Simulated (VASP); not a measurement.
Level of theory: PBEsol GGA, VASP's PBE PAW potentials (set 64) (plane waves; VASP 6.6.1).

A VASP calculation is set up with these files.

### KPOINTS
```
k-points along high-symmetry lines
10
Line-mode
Reciprocal
  0.000000   0.000000   0.000000 ! GAMMA
  0.000000   0.500000   0.000000 ! M

  0.000000   0.500000   0.000000 ! M
 -0.333333   0.666667   0.000000 ! K

 -0.333333   0.666667   0.000000 ! K
  0.000000   0.000000   0.000000 ! GAMMA

  0.000000   0.000000   0.000000 ! GAMMA
  0.000000   0.000000   0.500000 ! A

  0.000000   0.000000   0.500000 ! A
  0.000000   0.500000   0.500000 ! L

  0.000000   0.500000   0.500000 ! L
 -0.333333   0.666667   0.500000 ! H

 -0.333333   0.666667   0.500000 ! H
  0.000000   0.000000   0.500000 ! A

  0.000000   0.500000   0.500000 ! L
  0.000000   0.500000   0.000000 ! M

 -0.333333   0.666667   0.500000 ! H
 -0.333333   0.666667   0.000000 ! K
```

INCAR:
```
EDIFF=1E-7   # SCF stop (eV)
ICHARG=11
ISMEAR=0   # Gaussian
PREC=Accurate
LASPH=.True.   # aspherical one-centre terms
SYSTEM=CdSe
LORBIT=11   # lm-projected
GGA=PS   # PBEsol
LWAVE=.False.
ALGO=Normal
NELM=100   # most electronic steps
LCHARG=.False.
LREAL=.False.
ENCUT=520   # plane-wave cut-off (eV)
LMAXMIX=4
SIGMA=0.05   # width (eV)
```

**POSCAR**
```
CdSe
14.0645740
  0.1533150097  -0.2655493694   0.0000000000
  0.1533150097   0.2655493694   0.0000000000
  0.0000000000   0.0000000000   0.4999999850
Cd Se
2 2
Cartesian
  0.1533150097  -0.0885166335   0.2500077803
  0.1533150097   0.0885166335   0.0000077878
  0.1533150097  -0.0885166335   0.4379921990
  0.1533150097   0.0885166335   0.1879922066
```

POTCAR, in this order: Cd Se (PBE.64 set). Program: vasp_std. Read from the step before: CHGCAR.

Output of the run:

### OSZICAR
```
       N       E                     dE             d eps       ncg     rms          rms(c)
DAV:   1     0.241646601039E+03    0.24165E+03   -0.17500E+04  3960   0.147E+03
DAV:   2     0.128256179427E+01   -0.24036E+03   -0.23540E+03  4392   0.351E+02
DAV:   3    -0.114278505058E+02   -0.12710E+02   -0.12615E+02  4644   0.795E+01
DAV:   4    -0.115459161147E+02   -0.11807E+00   -0.11798E+00  4506   0.726E+00
DAV:   5    -0.115470029307E+02   -0.10868E-02   -0.10866E-02  4704   0.620E-01
DAV:   6    -0.115470232391E+02   -0.20308E-04   -0.20307E-04  4550   0.717E-02
DAV:   7    -0.115470238099E+02   -0.57072E-06   -0.57067E-06  4754   0.958E-03
DAV:   8    -0.115470238303E+02   -0.20429E-07   -0.20405E-07  3432   0.149E-03
   1 F= -.11547024E+02 E0= -.11547024E+02  d E =-.737660E-11
```

**OUTCAR**
```
 val. band max:        0.7630786407   @ k =   0.0000   0.0000   0.0000

 cond. band min:       1.2912031837   @ k =   0.0000   0.0000   0.0000



 k-point     1 :       0.0000    0.0000    0.0000
  band No.  band energies     occupation
      1     -11.8295      2.00000
      2     -11.4498      2.00000
      3      -7.1196      2.00000
      4      -7.1138      2.00000
      5      -7.1138      2.00000
      6      -7.0467      2.00000
      7      -7.0466      2.00000
      8      -6.7832      2.00000
      9      -6.7832      2.00000
     10      -6.7202      2.00000
     11      -6.7202      2.00000
     12      -6.4572      2.00000
     13      -3.6403      2.00000
     14      -0.0039      2.00000
     15      -0.0039      2.00000
     16       0.7165      2.00000
     17       0.7631      2.00000
     18       0.7631      2.00000
     19       1.2912      0.00000
     20       2.8492      0.00000
     21       6.5388      0.00000
     22       6.5389      0.00000

 k-point     2 :       0.0000    0.0556    0.0000
  band No.  band energies     occupation
      1     -11.8197      2.00000
      2     -11.4452      2.00000
      3      -7.1175      2.00000
      4      -7.1102      2.00000
      5      -7.1060      2.00000
      6      -7.0426      2.00000
      7      -7.0417      2.00000
      8      -6.7851      2.00000
      9      -6.7834      2.00000
     10      -6.7238      2.00000
     11      -6.7195      2.00000
     12      -6.4513      2.00000
     13      -3.6206      2.00000
     14      -0.1667      2.00000
     15      -0.0455      2.00000
     16       0.3892      2.00000
     17       0.6966      2.00000
     18       0.7400      2.00000
     19       1.6538      0.00000
     20       3.0135      0.00000
     21       6.4114      0.00000
     22       6.5894      0.00000

 k-point     3 :       0.0000    0.1111    0.0000
  band No.  band energies     occupation
      1     -11.7912      2.00000
      2     -11.4322      2.00000
...
```

The density is held fixed in this step, so its total energy and stress have no physical meaning.

The compound is CdSe in the wurtzite structure. It was relaxed first.
